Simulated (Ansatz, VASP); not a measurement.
# Cross-check of Si2Mo between VASP and Ansatz, part 2 of 2

One calculation is typed for both programs; each brings its own data sets and cutoff. How far apart do they land?

VASP 6.6.1 and Ansatz 0.2.0.

So far: Set-up; Ansatz: relaxation of cell and atoms, r2SCAN with rVV10.

The database entry behind the starting cell is an old determination (1927), so it need not match the best structure at ambient conditions.

## 3. VASP: relaxation of cell and atoms, r2SCAN with rVV10

Level of this step: r2SCAN with rVV10; plane waves and PAW (Si, Mo_sv) (VASP).

The same cell, functional, mesh and smearing now go to VASP, with its own data sets and cutoff.

Lines of VASP's logs that name or quote its potential files are left out, and so is its time.

Contents of INCAR:

```
SYSTEM = Si2Mo
PREC = Accurate
ENCUT = 520
EDIFF = 1E-06
NELM = 100
ISMEAR = -1
SIGMA = 0.05
LREAL = .FALSE.
ALGO = Normal
METAGGA = R2SCAN
LUSE_VDW = .TRUE.
IVDW_NL = 2
BPARAM = 11.95
CPARAM = 0.0093
LASPH = .TRUE.
NBANDS = 17
LORBIT = 11
LWAVE = .FALSE.
LCHARG = .FALSE.
KPAR = 4
IBRION = 2
NSW = 60
ISIF = 3
EDIFFG = -0.01
```

Contents of POSCAR:

```
Si2Mo
1.0
   -1.6000000000      1.6000000000      3.9305000000
    1.6000000000     -1.6000000000      3.9305000000
    1.6000000000      1.6000000000     -3.9305000000
Si Mo
2 1
Direct
    0.3330000000      0.3330000000      0.0000000000
    0.6670000000      0.6670000000      0.0000000000
    0.0000000000      0.0000000000      0.0000000000
```

Contents of KPOINTS:

```
Automatic mesh
0
Gamma
10 10 10
0 0 0
```

The projector-augmented-wave data sets are Si and Mo_sv (PBE family, release 64).

Started as:

```bash
$ mpirun -np 4 vasp_std
```

Numbers of over 12 decimals in the logs are rounded to 6 here.

The program printed:

```text
[banner, memory and clock lines left out]
running    4 mpi-ranks, on    1 nodes
 distrk:  each k-point on    1 cores,    4 groups
 distr:  one band on    1 cores,    1 groups

 POSCAR found type information on POSCAR SiMo
 POSCAR found :  2 types and       3 ions
|                                                                             |
|               ----> ADVICE to this user running VASP <----                  |
|                                                                             |
|     You have switched on vdW-DFT.                                           |
|     This routine was written and supplied by Jiri Klimes. We recommend      |
|     that you carefully read and cite the following publications:            |
|       J. Klimes, D.R. Bowler, A. Michelides                                 |
|          J. Phys.: Cond Matt. 22 022201 (2010)                              |
|       J. Klimes, D.R. Bowler, A. Michelides                                 |
|          Phys. Rev. B. 83, 195131 (2011)                                    |
|     and references therein.                                                 |
|                                                                             |

|                                                                             |
|               ----> ADVICE to this user running VASP <----                  |
|                                                                             |
|     You enforced a specific xc type in the INCAR file but a different       |
|     [... a line on the potential file left out ...]
|     I HOPE YOU KNOW WHAT YOU ARE DOING!                                     |
|                                                                             |

 LDA part: xc-table for (None), standard interpolation
 POSCAR, INCAR and KPOINTS ok, starting setup
 FFT: planning ... GRIDC
 FFT: planning ... GRID_SOFT
 FFT: planning ... GRID
 WAVECAR not read
 entering main loop
       N       E                     dE             d eps       ncg     rms          rms(c)
Total rVV10 correction in eV:      0.3130647    24.7394631
Total rVV10 correction in eV:      0.3130647    24.7394631
Total rVV10 correction in eV:      0.3130647    24.7394631
Total rVV10 correction in eV:      0.3130647    24.7394631
DAV:   1     0.102473921998E+03    0.10247E+03   -0.11708E+04  3468   0.127E+03
DAV:   2    -0.488260980671E+02   -0.15130E+03   -0.14852E+03  4255   0.323E+02
DAV:   3    -0.518928672534E+02   -0.30668E+01   -0.30362E+01  4284   0.419E+01
DAV:   4    -0.519082794999E+02   -0.15412E-01   -0.15404E-01  4221   0.335E+00
DAV:   5    -0.519083785891E+02   -0.99089E-04   -0.99076E-04  4261   0.276E-01    0.246E+01
Total rVV10 correction in eV:      0.2964308    24.7394631
Total rVV10 correction in eV:      0.2964308    24.7394631
Total rVV10 correction in eV:      0.2964308    24.7394631
Total rVV10 correction in eV:      0.2964308    24.7394631
DAV:   6    -0.447336245770E+02    0.71748E+01   -0.58685E+00  3656   0.220E+01    0.491E+00
Total rVV10 correction in eV:      0.2947759    24.7394631
Total rVV10 correction in eV:      0.2947759    24.7394631
Total rVV10 correction in eV:      0.2947759    24.7394631
Total rVV10 correction in eV:      0.2947759    24.7394631
DAV:   7    -0.447107797528E+02    0.22845E-01   -0.32767E-01  3706   0.390E+00    0.376E+00
Total rVV10 correction in eV:      0.2907082    24.7394631
Total rVV10 correction in eV:      0.2907082    24.7394631
Total rVV10 correction in eV:      0.2907082    24.7394631
Total rVV10 correction in eV:      0.2907082    24.7394631
DAV:   8    -0.447160808262E+02   -0.53011E-02   -0.48484E-02  4008   0.193E+00    0.772E-01
Total rVV10 correction in eV:      0.2899284    24.7394631
Total rVV10 correction in eV:      0.2899284    24.7394631
Total rVV10 correction in eV:      0.2899284    24.7394631
Total rVV10 correction in eV:      0.2899284    24.7394631
DAV:   9    -0.447177110717E+02   -0.16302E-02   -0.53876E-03  4056   0.598E-01    0.296E-01
Total rVV10 correction in eV:      0.2901670    24.7394631
Total rVV10 correction in eV:      0.2901670    24.7394631
Total rVV10 correction in eV:      0.2901670    24.7394631
Total rVV10 correction in eV:      0.2901670    24.7394631
DAV:  10    -0.447179198046E+02   -0.20873E-03   -0.49457E-04  3917   0.175E-01    0.578E-02
Total rVV10 correction in eV:      0.2901406    24.7394631
Total rVV10 correction in eV:      0.2901406    24.7394631
Total rVV10 correction in eV:      0.2901406    24.7394631
Total rVV10 correction in eV:      0.2901406    24.7394631
DAV:  11    -0.447180316168E+02   -0.11181E-03   -0.19647E-04  3845   0.120E-01    0.604E-02
Total rVV10 correction in eV:      0.2901945    24.7394631
[...]
Total rVV10 correction in eV:      0.2895375    24.7394632
DAV:   3    -0.447278139275E+02    0.15901E-02   -0.57497E-03  3738   0.448E-01    0.136E-01
Total rVV10 correction in eV:      0.2896229    24.7394632
Total rVV10 correction in eV:      0.2896229    24.7394632
Total rVV10 correction in eV:      0.2896229    24.7394632
Total rVV10 correction in eV:      0.2896229    24.7394632
DAV:   4    -0.447277621789E+02    0.51749E-04   -0.55029E-04  3997   0.203E-01    0.727E-02
Total rVV10 correction in eV:      0.2896503    24.7394632
Total rVV10 correction in eV:      0.2896503    24.7394632
Total rVV10 correction in eV:      0.2896503    24.7394632
Total rVV10 correction in eV:      0.2896503    24.7394632
DAV:   5    -0.447277700215E+02   -0.78425E-05   -0.52943E-05  4104   0.684E-02    0.428E-02
Total rVV10 correction in eV:      0.2896350    24.7394632
Total rVV10 correction in eV:      0.2896350    24.7394632
Total rVV10 correction in eV:      0.2896350    24.7394632
Total rVV10 correction in eV:      0.2896350    24.7394632
DAV:   6    -0.447277672250E+02    0.27965E-05   -0.12668E-05  3852   0.227E-02    0.546E-03
Total rVV10 correction in eV:      0.2896368    24.7394632
Total rVV10 correction in eV:      0.2896368    24.7394632
Total rVV10 correction in eV:      0.2896368    24.7394632
Total rVV10 correction in eV:      0.2896368    24.7394632
DAV:   7    -0.447277666778E+02    0.54721E-06   -0.56366E-07  1819   0.571E-03
Total rVV10 correction in eV:      0.2896388    24.7394632
Total rVV10 correction in eV:      0.2896388    24.7394632
Total rVV10 correction in eV:      0.2896388    24.7394632
Total rVV10 correction in eV:      0.2896388    24.7394632
Total rVV10 correction in eV:      0.2896374    24.7394632
Total rVV10 correction in eV:      0.2896374    24.7394632
Total rVV10 correction in eV:      0.2896374    24.7394632
Total rVV10 correction in eV:      0.2896374    24.7394632
   4 F= -.44727767E+02 E0= -.44727054E+02  d E =-.200349E-02
[...]
5 F= -.44727950E+02 E0= -.44727208E+02  d E =-.218667E-02
[...]
6 F= -.44728013E+02 E0= -.44727265E+02  d E =-.630553E-04
 trial-energy change:   -0.000063  1 .order   -0.000065   -0.000197    0.000068
 step:   0.6426(harm=  0.6426)  dis= 0.00058  next Energy=   -44.728023 (dE=-0.734E-04)
 bond charge predicted
       N       E                     dE             d eps       ncg     rms          rms(c)
Total rVV10 correction in eV:      0.2891628    24.7394632
Total rVV10 correction in eV:      0.2891628    24.7394632
Total rVV10 correction in eV:      0.2891628    24.7394632
Total rVV10 correction in eV:      0.2891628    24.7394632
DAV:   1    -0.447280489318E+02   -0.36278E-04   -0.12153E-03  3700   0.306E-01    0.327E-02
Total rVV10 correction in eV:      0.2891795    24.7394632
Total rVV10 correction in eV:      0.2891795    24.7394632
Total rVV10 correction in eV:      0.2891795    24.7394632
Total rVV10 correction in eV:      0.2891795    24.7394632
DAV:   2    -0.447280268528E+02    0.22079E-04   -0.37306E-05  3929   0.485E-02    0.143E-02
Total rVV10 correction in eV:      0.2891887    24.7394632
Total rVV10 correction in eV:      0.2891887    24.7394632
Total rVV10 correction in eV:      0.2891887    24.7394632
Total rVV10 correction in eV:      0.2891887    24.7394632
DAV:   3    -0.447280224369E+02    0.44159E-05   -0.14865E-05  4234   0.297E-02    0.398E-03
Total rVV10 correction in eV:      0.2891901    24.7394632
Total rVV10 correction in eV:      0.2891901    24.7394632
Total rVV10 correction in eV:      0.2891901    24.7394632
Total rVV10 correction in eV:      0.2891901    24.7394632
DAV:   4    -0.447280224771E+02   -0.40178E-07   -0.57699E-07  1863   0.619E-03
Total rVV10 correction in eV:      0.2891895    24.7394632
Total rVV10 correction in eV:      0.2891895    24.7394632
Total rVV10 correction in eV:      0.2891895    24.7394632
Total rVV10 correction in eV:      0.2891895    24.7394632
Total rVV10 correction in eV:      0.2891900    24.7394632
Total rVV10 correction in eV:      0.2891900    24.7394632
Total rVV10 correction in eV:      0.2891900    24.7394632
Total rVV10 correction in eV:      0.2891900    24.7394632
   7 F= -.44728022E+02 E0= -.44727276E+02  d E =-.726145E-04
 curvature:  -0.33 expect dE=-0.416E-06 dE for cont linesearch -0.371E-07
 trial: gam= 0.02776 g(F)=  0.935E-07 g(S)=  0.117E-05 ort =-0.513E-05 (trialstep = 0.820E+00)
 search vector abs. value=  0.116E-05
 reached required accuracy - stopping structural energy minimisation
```

Parts of OUTCAR (step 3):

```text
ion  position               nearest neighbor table
   1  0.333  0.333  0.000-   2 2.61   2 2.61   2 2.61   2 2.61   3 2.62   3 2.62   3 2.62   3 2.62
                             3 2.62   2 2.63
   2  0.667  0.667  0.000-   1 2.61   1 2.61   1 2.61   1 2.61   3 2.62   3 2.62   3 2.62   3 2.62
                             3 2.62   1 2.63
   3  0.000  0.000  0.000-   2 2.62   1 2.62   2 2.62   1 2.62   2 2.62   1 2.62   1 2.62   2 2.62
                             1 2.62   2 2.62

  LATTYP: Found a body centered tetragonal cell.
 ALAT       =     3.2000000000
 C/A-ratio  =     2.4565625000

 Subroutine GETGRP returns: Found 16 space group operations
 (whereof 16 operations were pure point group operations)

The static configuration has the point symmetry D_4h.

 Found    102 irreducible k-points:

   k-points           NKPTS =    102   k-points in BZ     NKDIM =    102   number of bands    NBANDS=     17

   dimension x,y,z NGX =    36 NGY =   36 NGZ =   36
   dimension x,y,z NGXF=    72 NGYF=   72 NGZF=   72

   ENCUT  =  520.0 eV  38.22 Ry    6.18 a.u.   8.43  8.43  8.43*2*pi/ulx,y,z

   NELECT =      22.0000    total number of electrons

 k-points in reciprocal lattice and weights: Automatic mesh
   0.00000000  0.00000000  0.00000000       0.001
   0.10000000  0.00000000 -0.00000000       0.008
   0.20000000  0.00000000 -0.00000000       0.008
   0.30000000  0.00000000 -0.00000000       0.008
   0.40000000  0.00000000  0.00000000       0.008
   0.50000000  0.00000000 -0.00000000       0.004
   0.10000000  0.10000000 -0.00000000       0.008
   0.20000000  0.10000000  0.00000000       0.016
   0.30000000  0.10000000 -0.00000000       0.016
[...]
-0.40000000 -0.40000000  0.40000000       0.002
   0.50000000  0.50000000  0.50000000       0.001

 average (electrostatic) potential at core
       1 -80.3616       2 -80.3616       3 -74.1715

 E-fermi :  12.2712

 k-point     1 :       0.0000    0.0000    0.0000
  band No.  band energies     occupation
    ...
      6       5.5252      2.00000
      7       8.8602      2.00000
      8       9.1931      2.00000
      9       9.5074      2.00000
     10       9.5074      2.00000
     11      12.6755      0.00062
     12      15.7129      0.00000
     13      15.8057      0.00000
     14      15.9880      0.00000
     15      15.9880      0.00000
    ...

 k-point     2 :       0.1000    0.0000   -0.0000
  band No.  band energies     occupation
    ...
      7       8.1743      2.00000
      8       9.1925      2.00000
      9       9.6353      2.00000
     10       9.8651      2.00000
     11      12.1294      1.88906
     12      15.0691      0.00000
     13      15.3068      0.00000
     14      16.1613      0.00000
     15      16.5376      0.00000
     16      17.2100      0.00000
    ...

 k-point     3 :       0.2000    0.0000   -0.0000
  band No.  band energies     occupation
    ...
      7       7.2594      2.00000
      8       9.0151      2.00000
      9       9.9766      2.00000
     10      10.0891      2.00000
     11      11.2275      2.00000
     12      14.1889      0.00000
     13      14.7824      0.00000
     14      16.8507      0.00000
     15      16.8989      0.00000
     16      17.7869      0.00000
    ...

  Total       -0.0020721     -0.0020721     -0.0080250      0.0000000     -0.0000000      0.0000000
  in kB       -0.0829858     -0.0829858     -0.3213931      0.0000000     -0.0000000      0.0000000
  external PRESSURE =      -0.1624549 kB  Pullay stress =       0.0000000 kB

  energy-cutoff  :      520.00
  volume of cell :       40.01
      direct lattice vectors                 reciprocal lattice vectors
    -1.599956777  1.599956777  3.906997957     0.000000000  0.312508442  0.127975496
     1.599956777 -1.599956777  3.906997957     0.312508442  0.000000000  0.127975496
     1.599956777  1.599956777 -3.906997957     0.312508442  0.312508442  0.000000000

 POSITION                                       TOTAL-FORCE (eV/Angst)
 -----------------------------------------------------------------------------------
      0.00000      0.00000      2.62039        -0.000000     -0.000000      0.000985
      0.00000      0.00000      5.19360         0.000000      0.000000     -0.000985
      0.00000      0.00000      0.00000         0.000000      0.000000     -0.000000
 -----------------------------------------------------------------------------------
    total drift:                               -0.000000      0.000000     -0.000000

  FREE ENERGIE OF THE ION-ELECTRON SYSTEM (eV)
  ---------------------------------------------------
  free  energy   TOTEN  =       -44.7280224771 eV

  energy  without entropy=      -44.7265297910  energy(sigma->0) =      -44.72727613

 reached required accuracy - stopping structural energy minimisation

 total charge
# of ion       s       p       d       tot
------------------------------------------
    1        0.730   0.893   0.000   1.624
    2        0.730   0.893   0.000   1.624
    3        2.283   6.216   4.167  12.667
--------------------------------------------------
tot          3.744   8.003   4.167  15.914

[... 3 further parts left out ...]
```

CONTCAR:

```
Si2Mo
   1.00000000000000
    -1.5999567770813079    1.5999567770813079    3.9069979566177517
     1.5999567770813079   -1.5999567770813079    3.9069979566177517
     1.5999567770813079    1.5999567770813079   -3.9069979566177517
  Si              Mo
     2     1
Direct
     0.3353458977402708    0.3353458977402708    0.0000000000000000
     0.6646541022597292    0.6646541022597292    0.0000000000000000
     0.0000000000000000    0.0000000000000000    0.0000000000000000
```

## 4. Differences

Known differences besides the potentials themselves: VASP keeps PBE cores, Ansatz makes them for the functional; both relaxations stop at a tolerance, which leaves soft axes loose, and VASP keeps its plane-wave basis; the cutoff is 500 eV in Ansatz and 520 eV in VASP; Ansatz adds a Pulay correction to the stress that steers its cell, VASP none. Total energies have different zeros and are not compared.

Compared:

```
                                         quantity  Ansatz   VASP  difference
                                      volume (Å³)   39.90  40.01     -0.26 %
edge a after relaxation, in the typed setting (Å)   4.512  4.515     -0.07 %
```

The walks stopped with -0.01 GPa left in Ansatz and -0.02 GPa in VASP; each walk ends within a tolerance, so the volume difference is uncertain by about these residues over the bulk modulus, most in soft cells.

## 5. Results

* difference in volume (relaxation of cell and atoms, r2SCAN with rVV10): -0.26 %

What this shows: The difference in volume is -0.26 % (relaxation of cell and atoms, r2SCAN with rVV10), within the 1.2 % picked in this series as the mark of a large difference, as far as the stopping tolerances let one tell. Such differences can come from data sets, numerical settings and the points named under the comparisons, not from the functional's error against experiment.

[Lines on the potential files, build, host, timing and source positions are cut from VASP's logs without a mark.]

[Logs are printed without paths, hosts, clocks, repeated set-up lines and the standing remarks that a program may print on its own settings, such as how far it seeks lower states.]

[Hosts, paths, dates, database ids (printed as entryN), source tags and the programs' standing remarks are cut or masked in the printed files.]
